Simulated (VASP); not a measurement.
Consider the following.

```
CELL_PARAMETERS angstrom
      1.30050    -2.25253     0.00000
      1.30050     2.25253     0.00000
      0.00000     0.00000     4.30440
ATOMIC_POSITIONS crystal
  B  0.66667 0.33333 0.50000
  B  0.33333 0.66667 0.00000
  N  0.66667 0.33333 0.87500
  N  0.33333 0.66667 0.37500
```

Level of theory: PBE GGA, VASP's PBE PAW potentials (set 64) (plane waves; VASP). Settings: PREC = Normal, 520 eV cut-off, 9×9×5 Γ-centred mesh, Gaussian smearing of 0.050 eV, potentials B N.

Problem. Give the stress tensor in GPa (positive for a compressed cell).

Solution. 
```
-18.05    0.00    0.00
  0.00  -18.05    0.00
  0.00    0.00  -18.80
```
The pressure is its mean diagonal, -18.30 GPa.

The compound is BN in the wurtzite structure, a metastable high-pressure form. The cell was not relaxed at this level. The run is one of a series of settings (PREC = Normal against the base run), some of them coarse on purpose.
